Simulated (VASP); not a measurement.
VASP runs on AlRu (space group Pm-3m) share one base input (PBE GGA, plane waves, VASP's PBE PAW potentials (set 64)) and change the settings named in each case.

POSCAR:
```
AlRu
1
    3.1644560000     0.0000000000     0.0000000000
    0.0000000000     3.1644560000     0.0000000000
    0.0000000000     0.0000000000     3.1644560000
Al Ru
1 1
Direct
  0.0000000000   0.0000000000   0.0000000000
  0.5000000000   0.5000000000   0.5000000000
```

**INCAR**
```
SYSTEM = AlRu
PREC = Accurate; ENCUT = 300; LREAL = .FALSE.
LASPH = .TRUE.
EDIFF = 1E-6; NELM = 100; ALGO = Normal
LMAXMIX = 4
ISMEAR = -1; SIGMA = 0.1
GGA = PE
ISIF = 2
LWAVE = .FALSE.; LCHARG = .FALSE.
```

### KPOINTS
```
Automatic mesh
0
Gamma
10 10 10
0 0 0
```

POTCAR, in this order: Al Ru_pv (PBE.64 set). Program: vasp_std.

```tsv
change	E(σ→0) (eV/atom)	pressure (GPa)	−TS (eV)
base run	-6.9469	-22.65	-0.0623
GGA removed, POTCAR Al Ru_pv (LDA.64 set)	-7.7646	?	?
GGA_COMPAT = .FALSE., LNONCOLLINEAR = .TRUE., LSORBIT = .TRUE., MAGMOM = 0.0 0.0 0.0 0.0 0.0 0.0, program vasp_ncl	-7.0146	-22.53	-0.0623
KPOINTS 1×1×1 Γ-centred mesh	-6.0305	-18.29	-0.2703
```

**Question.** Complete the blanks.

**Answer.** 
- GGA removed, POTCAR Al Ru_pv (LDA.64 set), pressure (GPa): -30.23
- GGA removed, POTCAR Al Ru_pv (LDA.64 set), −TS (eV): -0.0629

Energies of different potentials or functionals have different zeros.  At 300 eV the pressure can carry a Pulay error.

Left out are runs that ran out of time, are held back, or changed the cell or the kind of run, fixed moments of cells without a moment, rows past the twelfth, gaps on odd meshes, pressures of charged cells and columns that move by less than the noise.

The structure was generated: AlRu was put into an ordered model structure, which need not be its known phase. The cell was not relaxed at this level, its lattice was scaled by up to 2.5 %.
